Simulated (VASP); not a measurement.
Data:

```
Mg2Sn
1.0
    0.00000     3.37058     3.37058
    3.37058     0.00000     3.37058
    3.37058     3.37058     0.00000
Mg Sn
2 1
Cartesian
  1.68529   1.68529   1.68529
  5.05588   5.05588   5.05588
  0.00000   0.00000   0.00000
```

The numbers are results of PBEsol GGA, VASP's PBE PAW potentials (set 64) (plane waves; VASP 6.6.1), not measurements. Run with 520 eV cut-off, 9×9×9 Γ-centred mesh, first-order Methfessel-Paxton smearing of 0.10 eV, potentials Mg Sn_d.

Unless said otherwise, spin-orbit coupling is left out, though it shifts the bands of the heavy elements here.

**Question.** What does the run give for the energy per atom (σ→0), band gap (on the k-mesh) with the smallest direct gap where there is one?

**Answer.** 
```yaml
band gap (on the k-mesh): none (metal, semimetal or under 0.01 eV)
energy per atom (σ→0): -2.777 eV/atom
```

The compound is Mg2Sn in the antifluorite structure. It was relaxed first. The start is the result of an earlier pass.
